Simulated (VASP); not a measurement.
Input:

```
NbSc3N4
1.0
    0.00000     2.21357     2.21357
    2.21357     0.00000     2.21357
    8.88526     8.88526    -0.03098
Sc N Nb
3 4 1
Cartesian
  8.88099   8.88099  -0.02671
  2.22131   2.22131  -0.00775
  6.66047   6.66047   4.40738
  2.20923   2.20923   2.21791
  4.44697   4.44697   2.19374
  6.68016   6.68016   2.17412
  8.86130   8.86130   2.20655
  6.66394   6.66394  -0.02324
```

Computed with PBEsol GGA, VASP's PBE PAW potentials (set 64) (plane waves; VASP). Numerical set-up: 520 eV cut-off, Gaussian smearing of 0.050 eV, potentials Sc_sv N Nb_sv.

Give the energies of bands 25 to 38 at the high-symmetry points, in eV from the Fermi level.

```tsv
band	Γ	T	H2	L	S0	F
25	-4.54	-3.62	-4.78	-4.91	-4.79	-5.21
26	-3.29	-3.62	-4.57	-4.16	-4.56	-4.47
27	-3.29	-2.88	-4.47	-3.94	-4.47	-3.87
28	-3.06	-2.48	-3.98	-3.78	-3.99	-3.73
29	-3.06	-2.36	-3.98	-3.39	-3.98	-3.62
30	-1.49	-2.36	-3.62	-3.35	-3.62	-3.17
31	-1.34	-1.86	-3.33	-2.87	-3.32	-2.31
32	-1.34	-1.86	-3.29	-2.28	-3.29	-2.26
33	-0.26	-0.21	0.78	-1.37	0.80	-2.11
34	-0.26	-0.21	1.07	-0.40	1.10	0.55
35	0.24	0.47	1.21	2.25	1.16	1.09
36	1.95	1.51	2.65	2.30	2.62	2.30
37	1.97	1.83	2.79	2.69	2.81	2.65
38	1.99	1.83	2.96	2.85	3.00	3.53
```

It has no gap at this level: it comes out as a metal or semimetal.

The structure was generated: NbSc3N4 was put into an ordered model structure (R-3m), which need not be its known phase. It was relaxed first.
